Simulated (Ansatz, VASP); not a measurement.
# Cross-check of MgO (Periclase) between VASP and Ansatz, part 2 of 2

Wanted: the spread between two codes on one cell, functional and k mesh. The cell is taken from a series of runs on this material, whose earlier steps may have relaxed, scaled, displaced or heated it; both programs get it as it stands.

VASP 6.6.1 and Ansatz 0.2.0.

So far: The starting structure; VASP: zone-centre phonons, LDA.

## Step 3: Ansatz: zone-centre phonons, LDA

Level of this step: Ansatz beside VASP: Kohn-Sham DFT, plane waves, LDA (Ansatz).

Ansatz runs on its default PAW (the set named soft_2) files.

The same cell, functional (in two slightly different forms) and mesh now go to Ansatz, which takes its cutoff from its data sets.

The input, input.yaml:

```yaml
crystal:
  lattice:
    - [-2.080091125, 0.0, 2.080091125]
    - [0.0, 2.080091125, 2.080091125]
    - [-2.080091125, 2.080091125, 0.0]
  atoms:
    - { symbol: Mg, position: [0.0, 0.0, 0.0] }
    - { symbol: O, position: [0.5, 0.5, 0.5] }
kpoints:
  mp_grid: { grid: [12, 12, 12] }
hamiltonian:
  xc: lda
scf:
  occupations: { method: fixed }
output:
  eigenvalues: true
phonons:
  method: dfpt
  dielectric: true
  rigid_motions: translations
```

Command:

```sh
$ ansatz run input.yaml --threads 4 --pin off --max-ram 8192MiB --backend cpu --events-out ev --progress --plain --runs-dir out
```

Numbers of over 12 decimals in the logs are rounded to 6 here.

Log:

```text
Engine: ansatz 0.2.0, aarch64-unknown-linux-gnu
Pseudopotentials: kind: paw
Pseudopotential: Mg, paw, valence charge 10, recommended cutoff 420 eV (normal), Mg.paw.azcp
Pseudopotential: O, paw, valence charge 6, recommended cutoff 420 eV (normal), O.paw.azcp
Functional definition: SPW92
  exchange = slater_x
  correlation = pw_c
Crystal: 2 atoms, lattice volume = 18.000 Å³
Basis set: ecut = 420 eV, 339 PW (Γ), exchange–correlation on 40×40×40 points (8 copies of the dense FFT grid, shifted against one another)
Bands: 12, of which v1, the nominal top of the filled ones, is band 8 counted from 1 (7 counted from 0)
Symmetry: 48 space group operations
k-points: 163 of 1728 (irreducible under 8 space group operations, time reversal used)
Non-local potential: Mg, projectors of the file, l = 0: 3, l = 1: 2, l = 2: 1
Non-local potential: O, projectors of the file, l = 0: 2, l = 1: 2, l = 2: 1
PAW form: soft (Blöchl's): semilocal exchange-correlation on the pseudo side does not see the compensation charge
PAW frozen core: Mg, regenerated for the run's functional, and the local potential with it (the file was generated under x = pbe(κ = 0.804, μ = 0.219515), c = pbe(β = 0.066725))
PAW frozen core: O, regenerated for the run's functional, and the local potential with it (the file was generated under x = pbe(κ = 0.804, μ = 0.219515), c = pbe(β = 0.066725))
PAW one-centre angular grid: Mg, 110 points (default); XC on 64 Gauss nodes
PAW one-centre angular grid: O, 110 points (default); XC on 64 Gauss nodes
Initial density: superposition of atomic densities (neutral atoms: chi_scale 0, normalization atom), corrected by the library's trained network
Initial wavefunctions: pseudopotential atomic-orbital guess
Functional: x = slater, c = lda
SCF iter   1: F=—  HF=-2460.083329 eV  |F-HF|=—  |Δ(HF+E_count)|=         —  Δρ=1.80e-2  dr2=4.59e-2  ethr=1.77e-3  ⟨swp⟩=4.7  Hψ=10329  notcnv=0  defer=268
preconditioner: auto → none  [insulator: Δε(μ)=4.875 eV  Ē_g=18.531 eV  n_scr=8 (ndim 8)  ℏωp=24.8 eV  f_vac=0.000  ε∞_Penn≈2.8]
SCF iter   2: F=—  HF=-2460.068464 eV  |F-HF|=—  |Δ(HF+E_count)|=   1.49e-2  Δρ=8.93e-3  dr2=7.42e-3  ethr=2.87e-4  ⟨swp⟩=2.5  Hψ=4077  notcnv=0  defer=324
SCF iter   3: F=—  HF=-2460.065744 eV  |F-HF|=—  |Δ(HF+E_count)|=   2.72e-3  Δρ=1.95e-3  dr2=3.79e-4  ethr=4.64e-5  ⟨swp⟩=2.0  Hψ=2876  notcnv=0  defer=324
SCF iter   4: F=—  HF=-2460.065526 eV  |F-HF|=—  |Δ(HF+E_count)|=   2.18e-4  Δρ=4.18e-4  dr2=1.39e-5  ethr=2.37e-6  ⟨swp⟩=2.0  Hψ=3325  notcnv=0  defer=302
SCF iter   5: F=—  HF=-2460.065518 eV  |F-HF|=—  |Δ(HF+E_count)|=   8.36e-6  Δρ=2.48e-5  dr2=6.76e-8  ethr=8.70e-8  ⟨swp⟩=2.0  Hψ=3136  notcnv=0
SCF iter   6: F=—  HF=-2460.065520 eV  |F-HF|=—  |Δ(HF+E_count)|=   2.68e-6  Δρ=2.32e-6  dr2=5.16e-10  ethr=4.23e-10  ⟨swp⟩=2.5  Hψ=3323  notcnv=0
SCF iter   7: F=-2460.065520 eV  HF=-2460.065520 eV  |F-HF|=9.09e-13  |Δ(HF+E_count)|=  2.91e-11  Δρ=6.53e-8  dr2=4.69e-13  ethr=1.00e-12  ⟨swp⟩=6.6  Hψ=9403  notcnv=0
SCF 1 converged in 7 iterations: F = -2460.065520 eV  dr2 = 4.69e-13
  greatest PAW one-centre occupation: 1.000 electrons in one spin orbital (limit 2), on the Mg atom at site 0 (counted from 0), in its partial waves of l = 1
NSCF: frozen V_eff on 2 k-points
DFPT response loops at Γ: preconditioner auto → none (the input reference at scf.mixing.eps_inf says where Resta's filter doesn't serve); β = 0.50; Broyden in place of MSR1
SCF converged after 7 iterations
Free energy (F): -2460.065520 eV
Harris-Foulkes:  -2460.065520 eV  (|F-HF|=9.09e-13)
Internal energy: -2460.065520 eV  (E = F + TS)
E sigma→0 (E₀):  -2460.065520 eV
Fermi energy:    8.231254 eV
--- Per-component energies (eV) ---
  E_band       = -287.809980
  E_kinetic    = 255.744606
  E_local      = -1577.764078  (includes V_loc(G=0)·N_el)
  E_nonlocal   = 145.612031
  E_hartree    = 543.546309
  E_xc         = -104.021052
  E_vxc        = -134.265526  (∫ρ·V_xc dr)
  E_paw        = -417.987582  (= ΣΔE_a)
  E_vpaw       = -64.232282  (= ΣTr[D̂ρ^β])
  E_aug_tail   = 0.002646  (compensation charges beyond the density's cutoff)
  E_ewald      = -1305.445800
  E_core_change = 0.247401  (= ΣΔE_core)
  E_smearing   = -0.000000  (= −TS)
  E_closure    = 0.000000  (closes the sum)
  Σ components = -2460.065520   (vs F -2460.065520, Δ=0.00e0)
--- Band table (eV; the first three rows and the last of 163) ---
  k-point 0: bands = [... 4 lower, -8.9674, 8.2313, 8.2313, 8.2313, 13.2585, 23.9811, 23.9811, 23.9811]
  k-point 1: bands = [... 4 lower, -8.8827, 7.7522, 8.1801, 8.1801, 13.7068, 23.0295, 24.1594, 24.1594]
  k-point 2: bands = [... 4 lower, -8.6427, 6.6785, 8.0430, 8.0430, 14.6577, 21.6733, 24.5863, 24.5863]
  k-point 162: bands = [... 4 lower, -7.2401, 3.9638, 6.8180, 6.8180, 17.1899, 18.3428, 21.5168, 27.4238]
--- Phonons (Γ-DFPT): 2 representative perturbations + reference, on 163 of 1728 k-points (Σ response iterations 6) ---
  k mesh reduced under 8 symmetry operations, with k and −k counted as one. Each operation leaves every solved perturbation unchanged. A smaller set is not considered because the run solves the response to a homogeneous field
  ASR residual: 5.059e-5 → 0.000e0 eV/Å²; symmetrization residual: 1.694e-6 eV/Å²
  ASR residual per site (eV/Å²): 9.09e-6 5.06e-5
  Γ frequencies (cm⁻¹): 0.00 0.00 0.00 407.72 407.72 407.72
  ε∞ (high-frequency dielectric tensor):
        3.183623     0.000000     0.000000
        0.000000     3.183623    -0.000000
        0.000000    -0.000000     3.183623
  ε⁰ (static dielectric tensor: ions relaxed, cell fixed):
        9.779914    -0.000000     0.000000
       -0.000000     9.779914    -0.000000
       -0.000000    -0.000000     9.779914
  ε⁰ − ε∞ (ionic part):
        6.596291    -0.000000    -0.000000
       -0.000000     6.596291    -0.000000
       -0.000000    -0.000000     6.596291
  softest optical mode at Γ: 407.72 cm⁻¹; the repairs (sum rule, projections) moved no ω² at Γ by more than (1.02 cm⁻¹)²
  Born effective charges Z* (e; rows j = field, columns β = displacement):
    site 0:
         1.96723   -0.00000   -0.00000
        -0.00000    1.96723   -0.00000
         0.00000   -0.00000    1.96723
    site 1:
        -1.96723    0.00000    0.00000
         0.00000   -1.96723    0.00000
        -0.00000    0.00000   -1.96723
  Z* charge neutrality: 8.710e-6 e pre-enforcement
  k-mesh period / interband length: 35.3 Å / 1.40 Å = 25.22 at k = (0.0000, 0.0000, 0.0000), direct gap 5.027 eV — 14 or more, which is no proof of convergence
  optical modes at Γ without the LO–TO term, one row a degenerate level:
      ω (cm⁻¹)  modes    IR ((D/Å)²/amu)
        407.72      3            27.7622
  optical modes at Γ + LO–TO along q̂ = [1.0000, 0.0000, 0.0000]:
      ω (cm⁻¹)  modes    IR ((D/Å)²/amu)
        407.72      2            18.5082
        714.60      1             9.2541
  optical modes at Γ + LO–TO along q̂ = [0.0000, 1.0000, 0.0000]:
      ω (cm⁻¹)  modes    IR ((D/Å)²/amu)
        407.72      2            18.5082
        714.60      1             9.2541
  optical modes at Γ + LO–TO along q̂ = [0.0000, 0.0000, 1.0000]:
      ω (cm⁻¹)  modes    IR ((D/Å)²/amu)
        407.72      2            18.5082
        714.60      1             9.2541
```

The column dr2 measures how far the density is from self-consistency, as an energy; F and HF (Harris–Foulkes) agree once it is small.

## Step 4: Differences

Known differences besides the potentials themselves: the two LDA forms differ slightly; fixed occupations in Ansatz, narrow Gaussian smearing in VASP; the data sets hold 16 valence electrons in Ansatz (on its default PAW (the set named soft_2) files) and 8 in VASP; the cutoff is 420 eV in Ansatz and 600 eV in VASP; VASP's log shows a relativistic correction to its local exchange, Ansatz's none. Total energies have different zeros and are not compared.

Both answers:

| quantity | Ansatz | VASP | difference |
| --- | --- | --- | --- |
| ε∞ xx | 3.18 | 3.10 | +2.56 % |
| ε∞ yy | 3.18 | 3.10 | +2.56 % |
| ε∞ zz | 3.18 | 3.10 | +2.56 % |
| Born charge of Mg1 (mean of the diagonal) (e) | 1.97 | 1.95 | +0.01 |
| Born charge of O2 (mean of the diagonal) (e) | -1.97 | -1.95 | -0.01 |
| optical mode 1 to 3 (cm⁻¹) | 407.7 | 413.9 | -1.50 % |

Modes are paired by rising frequency, not by their patterns, so a pair may set unlike modes beside each other; they are those without the splitting of longitudinal modes.

## Step 5: Results

```
r.m.s. difference of the optical zone-centre modes, each program's sorted by frequency (zone-centre phonons, LDA) : 6.2 cm⁻¹
difference in ε∞ xx (zone-centre phonons, LDA)                                                                    : +2.6 %
```

In words: The r.m.s. difference of the optical zone-centre modes, each program's sorted by frequency is 6.2 cm⁻¹ (zone-centre phonons, LDA). The data sets hold unlike numbers of valence electrons (16 in Ansatz and 8 in VASP), so part of the differences comes from the potentials. Among the rows given in per cent, the largest difference of the zone-centre phonons, LDA pair is in ε∞ xx, +2.6 %. How closely two codes agree says nothing of how well the functional describes the real material.

[Lines on the potential files, build, host, timing and source positions are cut from VASP's logs without a mark.]

[Logs are printed without paths, hosts, clocks, repeated set-up lines and the standing remarks that a program may print on its own settings, such as how far it seeks lower states.]

[Hosts, paths, dates, database ids (printed as entryN), source tags and the programs' standing remarks are cut or masked in the printed files.]
